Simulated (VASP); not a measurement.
Data:

```
Al3Sc
1.0
    3.98574     0.00000     0.00000
    0.00000     3.98574     0.00000
    0.00000     0.00000     3.98574
Sc Al
1 3
Direct
  0.00000   0.00000   0.00000
  0.00000   0.50000   0.50000
  0.50000   0.00000   0.50000
  0.50000   0.50000   0.00000
```

Calculation: AM05 GGA, VASP's PBE PAW potentials (set 64) (plane waves; VASP). Numerical set-up: 520 eV cut-off, 8×8×8 Γ-centred mesh, first-order Methfessel-Paxton smearing of 0.10 eV, potentials Sc_sv Al.

Q: Give the stress tensor in GPa (positive for a compressed cell).

A: 
```
6.70  0.00  0.00
0.00  6.70  0.00
0.00  0.00  6.70
```
The pressure is its mean diagonal, 6.70 GPa.

The compound is Al3Sc in the L1_2 structure. This cell is one point of a volume scan, at 0.94 of the reference volume.
